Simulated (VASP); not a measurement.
A VASP calculation is set up with these files.

### INCAR
```
SYSTEM=CsSnI3
PREC=Accurate; ENCUT=400; LREAL=.False.
LASPH=.True.
EDIFF=1E-6; NELM=100; ALGO=Normal
LMAXMIX=4
ISMEAR=0; SIGMA=0.05
GGA=PE
IBRION=2; NSW=60; ISIF=3
EDIFFG=-0.02
LWAVE=.False.; LCHARG=.False.
```

POSCAR:
```
CsSnI3
1
    6.2518784583     0.0000000000    -0.0000000000
   -0.0000000000     6.2518784583    -0.0000000000
    0.0000000000    -0.0000000000     6.2518784583
Cs Sn I
1 1 3
Direct
  0.5000000000   0.5000000000   0.5000000000
  0.0000000000   0.0000000000   0.0000000000
  0.5000000000   0.0000000000   0.0000000000
  0.0000000000   0.5000000000   0.0000000000
  0.0000000000   0.0000000000   0.5000000000
```

**KPOINTS**
```
Automatic mesh
0
Gamma
3 3 3
0 0 0
```

POTCAR, in this order: Cs_sv Sn_d I (PBE.64 set). Program: vasp_std.

Write an equivalent input for Quantum ESPRESSO's pw.x.

One equivalent input (not run):
```
&CONTROL
  calculation = 'vc-relax'
  pseudo_dir = './pseudo'
  outdir = './out'
  tprnfor = .true.
  tstress = .true.
  nstep = 60
  forc_conv_thr = 0.00078
/
&SYSTEM
  ibrav = 0
  nat = 5
  ntyp = 3
  ecutwfc = 72
  occupations = 'smearing'
  smearing = 'gaussian'
  degauss = 0.003675
  input_dft = 'pbe'
/
&ELECTRONS
  conv_thr = 7.3e-08
  electron_maxstep = 100
/
&IONS
/
&CELL
/
ATOMIC_SPECIES
  Cs 132.905 Cs.upf
  Sn 118.710 Sn.upf
  I 126.904 I.upf
CELL_PARAMETERS angstrom
     6.2518785    0.0000000   -0.0000000
    -0.0000000    6.2518785   -0.0000000
     0.0000000   -0.0000000    6.2518785
ATOMIC_POSITIONS crystal
  Cs   0.5000000  0.5000000  0.5000000
  Sn   0.0000000  0.0000000  0.0000000
  I    0.5000000  0.0000000  0.0000000
  I    0.0000000  0.5000000  0.0000000
  I    0.0000000  0.0000000  0.5000000
K_POINTS automatic
  3 3 3 0 0 0
```
What does not carry over: the potentials are each code's own (VASP's PAW set, PseudoDojo norm-conserving files in pw.x), so ENCUT and ecutwfc are chosen apart and not converted; conv_thr bounds pw.x's estimated SCF error, while EDIFF bounds the energy change between steps; forc_conv_thr acts on force components and is met together with etot_conv_thr.

The structure comes from a computed database's CsSnI3 entry (Pm-3m); how it stands against other phases isn't given here. This run relaxes it. Symmetry was kept, so distortions that lower it aren't found. The start is the result of an earlier pass.
